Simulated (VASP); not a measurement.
Input:

```xyz
4
Lattice="3.5222 0.0000 0.0000 0.0000 3.5222 0.0000 0.0000 0.0000 3.5222" Properties=species:S:1:pos:R:3 pbc="T T T"
Al     0.0000     0.0000     0.0000
Ni     0.0000     1.7611     1.7611
Ni     1.7611     0.0000     1.7611
Ni     1.7611     1.7611     0.0000
```
Starting moments (μB, in the order of the record's atoms Al Ni Ni Ni): 0.0 0.5 0.5 0.5.

All values below come from PBE GGA with D3 dispersion (zero damping), VASP's PBE PAW potentials (set 64) (plane waves; VASP 6.6.1). Numerical set-up: 520 eV cut-off, 8×8×8 Γ-centred mesh, first-order Methfessel-Paxton smearing of 0.10 eV, potentials Al Ni.

**Question.** Estimate the cell moment, energy per atom (σ→0), band gap (on the k-mesh) with the smallest direct gap where there is one.

**Answer.** 
band gap (on the k-mesh): none (metal, semimetal or under 0.01 eV)
cell moment: 0.73 μB
energy per atom (σ→0): -565.4 kJ/mol of atoms

**Question.** Give the moment on each site (PAW-sphere projection).

**Answer.** 
```csv
site,moment (μB)
Al1,-0.01
Ni2,0.26
Ni3,0.26
Ni4,0.26
```

Total energies compare only between runs with the same potentials, cut-off and functional.

The compound is Ni3Al in the L1_2 structure. It was relaxed first. The start is the result of an earlier pass.
